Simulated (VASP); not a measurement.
```
MgO
1.0
    0.00000     2.09740     2.09740
    2.09740     0.00000     2.09740
    2.09740     2.09740     0.00000
Mg O
1 1
Direct
  0.01192   0.98808   0.01192
  0.50000   0.50000   0.50000
```

All values below come from r2SCAN meta-GGA, VASP's PBE PAW potentials (set 64) (plane waves; VASP 6.6.1). Settings: 600 eV cut-off, 10×10×10 Γ-centred mesh, Gaussian smearing of 0.050 eV, potentials Mg O.

Problem. Which forces act on the atoms, in eV/Å?

Solution. 
| atom | Fx | Fy | Fz |
|---|---|---|---|
| Mg1 | 0.000 | -0.300 | 0.000 |
| O2 | 0.000 | 0.300 | 0.000 |

Problem. Give the stress tensor in GPa (positive for a compressed cell).

Solution. 
```
-0.28   0.00   0.00
 0.00   0.69   0.00
 0.00   0.00  -0.28
```
The pressure is its mean diagonal, 0.04 GPa.

The compound is MgO in the rock salt structure. This cell was strained or had an atom moved on purpose.
